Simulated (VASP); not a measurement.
OSZICAR of a VASP run on WSe2 (space group P6_3/mmc):

### OSZICAR
```
       N       E                     dE             d eps       ncg     rms          rms(c)
DAV:   1     0.421460575149E+03    0.42146E+03   -0.22986E+04  1688   0.120E+03
DAV:   2    -0.252540243342E+02   -0.44671E+03   -0.43739E+03  1855   0.361E+02
DAV:   3    -0.498129964215E+02   -0.24559E+02   -0.24235E+02  1801   0.814E+01
DAV:   4    -0.504373036110E+02   -0.62431E+00   -0.62222E+00  1886   0.129E+01
DAV:   5    -0.504499800052E+02   -0.12676E-01   -0.12668E-01  1872   0.180E+00    0.298E+01
DAV:   6    -0.487926465737E+02    0.16573E+01   -0.11237E+01  1712   0.181E+01    0.106E+01
DAV:   7    -0.485381262252E+02    0.25452E+00   -0.46660E+00  1732   0.903E+00    0.569E+00
DAV:   8    -0.483609293736E+02    0.17720E+00   -0.70595E-01  1949   0.458E+00    0.116E+00
DAV:   9    -0.483605117833E+02    0.41759E-03   -0.60397E-02  1975   0.118E+00    0.659E-01
DAV:  10    -0.483591665956E+02    0.13452E-02   -0.16188E-02  1947   0.821E-01    0.206E-01
DAV:  11    -0.483589882590E+02    0.17834E-03   -0.24556E-03  1903   0.290E-01    0.130E-01
DAV:  12    -0.483589654462E+02    0.22813E-04   -0.88589E-05  1886   0.484E-02    0.905E-02
DAV:  13    -0.483589509588E+02    0.14487E-04   -0.11663E-04  1866   0.591E-02    0.380E-03
DAV:  14    -0.483589513969E+02   -0.43808E-06   -0.29978E-06  1551   0.105E-02
   1 F= -.48358951E+02 E0= -.48358951E+02  d E =-.251563E-53
```

Which electronic solver shows in the log?

It is blocked Davidson (ALGO = Normal, or the opening steps of other solvers). The INCAR had ALGO = Normal.

Can the final energy be trusted as converged?

The run converged. It stopped with EDIFF = 1E-6, NELM = 100 (LDA (Ceperley-Alder, Perdew-Zunger), plane waves, VASP's LDA PAW potentials (set 64)).

The structure comes from a computed database's WSe2 entry; how it stands against other phases isn't given here. The cell was not relaxed at this level. The run is one of a series of settings (ENCUT = 345 against the base run), some of them coarse on purpose.
